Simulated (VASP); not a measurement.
Computed with r2SCAN meta-GGA, VASP's PBE PAW potentials (set 64) (plane waves; VASP).

A VASP calculation is set up with these files.

KPOINTS:
```
Automatic mesh
0
Gamma
10 10 5
0 0 0
```

File POSCAR:
```
TiC
1
    3.0444197775    -0.0000001366     0.0000000000
   -1.5222096256     2.6365450640    -0.0000000000
   -0.0000000000    -0.0000000000     5.3615317370
Ti C
2 2
Direct
  0.0000000000   0.0000000000   0.0000000000
  0.0000000000   0.0000000000   0.5000000000
  0.3333330000   0.6666670000   0.2500000000
  0.6666670000   0.3333330000   0.7500000000
```

**INCAR**
```
SYSTEM = TiC
PREC = Accurate
ENCUT = 520
EDIFF = 1E-6
NELM = 100
ALGO = Normal
LREAL = .FALSE.
LASPH = .TRUE.
ISMEAR = 1
SIGMA = 0.1
METAGGA = R2SCAN
LMIXTAU = .TRUE.
LMAXMIX = 4
LWAVE = .FALSE.
LCHARG = .FALSE.
IBRION = 2
ISIF = 3
NSW = 60
EDIFFG = -0.02
```

POTCAR, in this order: Ti_sv C (PBE.64 set). Program: vasp_std.

Output of the run:

File OSZICAR:
```
       N       E                     dE             d eps       ncg     rms          rms(c)
DAV:   1     0.347672936956E+03    0.34767E+03   -0.16910E+04  1680   0.198E+03
DAV:   2    -0.131925136801E+02   -0.36087E+03   -0.35168E+03  1688   0.545E+02
DAV:   3    -0.635882760582E+02   -0.50396E+02   -0.47995E+02  3060   0.168E+02
DAV:   4    -0.662122704441E+02   -0.26240E+01   -0.26129E+01  2104   0.368E+01
DAV:   5    -0.663647905386E+02   -0.15252E+00   -0.15248E+00  2580   0.832E+00    0.254E+01
DAV:   6    -0.503654440566E+02    0.15999E+02   -0.95213E+01  2228   0.976E+01    0.911E+00
DAV:   7    -0.476709503689E+02    0.26945E+01   -0.13383E+01  2308   0.293E+01    0.476E+00
DAV:   8    -0.478703049986E+02   -0.19935E+00   -0.33812E+00  2628   0.121E+01    0.322E+00
DAV:   9    -0.477433084061E+02    0.12700E+00   -0.79027E-01  2404   0.652E+00    0.108E+00
DAV:  10    -0.478940253704E+02   -0.15072E+00   -0.68627E-01  2108   0.683E+00    0.779E-01
DAV:  11    -0.479254863022E+02   -0.31461E-01   -0.65926E-02  2556   0.213E+00    0.314E-01
DAV:  12    -0.479291580182E+02   -0.36717E-02   -0.21534E-03  2316   0.316E-01    0.259E-01
DAV:  13    -0.479428481163E+02   -0.13690E-01   -0.10069E-02  1860   0.916E-01    0.133E-01
DAV:  14    -0.479429973629E+02   -0.14925E-03   -0.23727E-03  2356   0.387E-01    0.491E-02
DAV:  15    -0.479422788994E+02    0.71846E-03   -0.72319E-04  1884   0.257E-01    0.274E-02
DAV:  16    -0.479429802565E+02   -0.70136E-03   -0.38783E-04  1868   0.201E-01    0.331E-03
DAV:  17    -0.479429993161E+02   -0.19060E-04   -0.51607E-05  2512   0.588E-02    0.962E-03
DAV:  18    -0.479429969436E+02    0.23725E-05   -0.19835E-06  1564   0.111E-02    0.799E-03
DAV:  19    -0.479429987031E+02   -0.17595E-05   -0.33625E-07  1156   0.577E-03    0.573E-03
DAV:  20    -0.479429946662E+02    0.40369E-05   -0.10975E-06  1148   0.128E-02    0.137E-03
DAV:  21    -0.479429955356E+02   -0.86934E-06   -0.39624E-07  1128   0.738E-03
   1 F= -.47942996E+02 E0= -.47943225E+02  d E =-.479430E+02
```

### OUTCAR
```
------------------------ aborting loop because EDIFF is reached ----------------------------------------
  FORCE on cell =-STRESS in cart. coord.  units (eV):
  Direction    XX          YY          ZZ          XY          YZ          ZX
  --------------------------------------------------------------------------------------
  Total        0.0188747      0.0188747      0.0243308      0.0000000     -0.0000000      0.0000000
  in kB        0.7026857      0.7026857      0.9058113      0.0000000     -0.0000000      0.0000000
  external PRESSURE =       0.7703942 kB  Pullay stress =       0.0000000 kB
  volume of cell :       43.04
      direct lattice vectors                 reciprocal lattice vectors
     3.044419777 -0.000000137  0.000000000     0.328469823  0.189642094  0.000000000
    -1.522209626  2.636545064  0.000000000     0.000000017  0.379284253  0.000000000
     0.000000000  0.000000000  5.361531737     0.000000000  0.000000000  0.186513864
 POSITION                                       TOTAL-FORCE (eV/Angst)
 -----------------------------------------------------------------------------------
      0.00000      0.00000      0.00000        -0.000000      0.000000     -0.000000
      0.00000      0.00000      2.68077        -0.000000      0.000000     -0.000000
     -0.00000      1.75770      1.34038         0.000000     -0.000000      0.000000
      1.52221      0.87885      4.02115        -0.000000      0.000000      0.000000
 -----------------------------------------------------------------------------------
    total drift:                                0.000000     -0.000000      0.000000
  FREE ENERGIE OF THE ION-ELECTRON SYSTEM (eV)
  ---------------------------------------------------
  free  energy   TOTEN  =       -47.9429955356 eV

  energy  without entropy=      -47.9436831359  energy(sigma->0) =      -47.94322474

 reached required accuracy - stopping structural energy minimisation
```
(Selected blocks of OUTCAR.)

The structure was generated: TiC was put into the NiAs type (P6_3/mmc), which need not be its known phase. It was relaxed first, which changed the volume by -44 %. The start is the result of an earlier pass.
